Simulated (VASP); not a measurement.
Consider the following.

```
CELL_PARAMETERS angstrom
      2.93374     1.69379     4.99275
     -2.93374     1.69379     4.99275
      0.00000    -3.38759     4.99275
ATOMIC_POSITIONS crystal
  Ce 0.00000 0.70869 0.29131
  Ce 0.29131 0.00000 0.70869
  Ce 0.70869 0.29131 0.00000
  Ce 0.21141 0.21141 0.21141
  Ce 0.78859 0.78859 0.78859
  Mg 0.50000 0.50000 0.50000
```

Method: PBEsol GGA, VASP's PBE PAW potentials (set 64) (plane waves; VASP). Settings: 400 eV cut-off, Gaussian smearing of 0.050 eV, potentials Ce Mg.

Task: What does the run give for the band gap (along the path) with the smallest direct gap where there is one?

Result: 
```json
{
 "band gap (along the path)": "none (metal, semimetal or under 0.01 eV)"
}
```

The structure comes from a computed database's Ce5Mg entry (R32); how it stands against other phases isn't given here. It was relaxed first, which changed the volume by -9 %. The run is not spin-polarised, so no magnetic state was tried.
